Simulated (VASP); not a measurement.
An input for Ansatz (written as the equivalent of a VASP run, and not itself run):

Ansatz 0.2 input:
```yaml
crystal:
  lattice:
    - [0.0000000, 2.6222678, 2.6222678]
    - [2.6222678, 0.0000000, 2.6222678]
    - [2.6222678, 2.6222678, 0.0000000]
  atoms:
    - { symbol: Ge, position: [0.0000000, 0.0000000, 0.0000000] }
    - { symbol: Sn, position: [0.5000000, 0.5000000, 0.5000000] }
kpoints:
  mp_grid: { grid: [12, 12, 12] }
hamiltonian:
  xc: pbesol
  pseudopotentials: { kind: paw }
scf:
  occupations: { method: methfessel_paxton, width: 0.1 }
  max_iter: 100
relax:
  max_steps: 40
  f_tol: 0.02
  cell: { p_target: 45 }
output: { forces: true, stress: true, eigenvalues: true }
```

**Question.** Translate this input to VASP (INCAR, KPOINTS, POSCAR, choice of POTCAR).

**Answer.** One answer among several that fit: 
**KPOINTS**
```
Automatic mesh
0
Gamma
12 12 12
0 0 0
```

**INCAR**
```
PSTRESS = 450
ALGO = Normal
EDIFF = 1E-6
ENCUT = 500   # plane-wave cut-off (eV)
SIGMA = 0.1   # width (eV)
LREAL = .FALSE.
LCHARG = .FALSE.
NELM = 100   # most electronic steps
SYSTEM = GeSn
IBRION = 2
EDIFFG = -0.02   # ionic stop
ISIF = 3
ISMEAR = 1   # Methfessel-Paxton
PREC = Accurate
LMAXMIX = 4   # l cut-off of mixed one-centre charges
NSW = 40
LWAVE = .FALSE.
LASPH = .TRUE.   # aspherical one-centre terms
GGA = PS
```

POSCAR:
```
GeSn
1
   -0.0000000000     2.6222677966     2.6222677966
    2.6222677966     0.0000000000     2.6222677966
    2.6222677966     2.6222677966    -0.0000000000
Ge Sn
1 1
Direct
  0.0000000000   0.0000000000   0.0000000000
  0.5000000000   0.5000000000   0.5000000000
```

POTCAR, in this order: Ge_d Sn_d (PBE.64 set). Program: vasp_std.

What does not carry over: each code has its own PAW files, so the cut-off isn't converted (ENCUT is set for VASP's; basis.ecutwfc is left out, and Ansatz then takes the one that its files recommend); Ansatz stops its SCF on the density residual and VASP on the energy change (EDIFF).

The structure was generated: GeSn was put into the rock salt type (Fm-3m), which need not be its known phase. This run relaxes it under an external pressure of 45 GPa. Symmetry was kept, so distortions that lower it aren't found.
